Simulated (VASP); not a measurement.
Input for VASP

### INCAR
```
ALGO  =  Normal
EDIFF  =  1E-7
ENCUT  =  520
ISIF  =  2
ISMEAR  =  -5
LASPH  =  .TRUE.
LCHARG  =  .TRUE.
LEFG  =  .TRUE.
LMAXMIX  =  4
LORBIT  =  11
LREAL  =  .FALSE.
LWAVE  =  .FALSE.
NEDOS  =  601
NELM  =  100
PREC  =  Accurate
SYSTEM  =  ZrO2
```

File POSCAR:
```
ZrO2
1
    3.5610881796     0.0000000000     0.0000000000
    0.0000000000     3.5610881796     0.0000000000
    0.0000000000     0.0000000000     5.1206278462
Zr O
2 4
Direct
  1.0000000000   0.0000000000   1.0000000000
  0.5000000000   0.5000000000   0.5000000000
  0.0000000000   0.5000000000   0.2934054187
  0.0000000000   0.5000000000   0.7934054187
  0.5000000000   0.0000000000   0.2065945813
  0.5000000000   0.0000000000   0.7065945813
```

### KPOINTS
```
Regular mesh
0
gamma
 7 7 5
0 0 0
```

POTCAR, in this order: Zr_sv O (LDA.64 set). Program: vasp_std.

Write an equivalent input for Quantum ESPRESSO's pw.x.

One equivalent input (not run):
```
&CONTROL
  calculation = 'scf'
  pseudo_dir = './pseudo'
  outdir = './out'
  tprnfor = .true.
  tstress = .true.
/
&SYSTEM
  ibrav = 0
  nat = 6
  ntyp = 2
  ecutwfc = 84
  occupations = 'tetrahedra'
  input_dft = 'pz'
/
&ELECTRONS
  conv_thr = 7.3e-09
  electron_maxstep = 100
/
ATOMIC_SPECIES
  Zr 91.224 Zr.upf
  O 15.999 O.upf
CELL_PARAMETERS angstrom
     3.5610882    0.0000000    0.0000000
     0.0000000    3.5610882    0.0000000
     0.0000000    0.0000000    5.1206278
ATOMIC_POSITIONS crystal
  Zr   1.0000000  0.0000000  1.0000000
  Zr   0.5000000  0.5000000  0.5000000
  O    0.0000000  0.5000000  0.2934054
  O    0.0000000  0.5000000  0.7934054
  O    0.5000000  0.0000000  0.2065946
  O    0.5000000  0.0000000  0.7065946
K_POINTS automatic
  7 7 5 0 0 0
```
What does not carry over: the potentials are each code's own (VASP's PAW set, PseudoDojo norm-conserving files in pw.x), so ENCUT and ecutwfc are chosen apart and not converted; conv_thr bounds pw.x's estimated SCF error, while EDIFF bounds the energy change between steps; the field gradients of LEFG aren't asked of the other code.

The structure comes from a computed database's ZrO2 entry (P4_2/nmc); how it stands against other phases isn't given here. It was relaxed first.
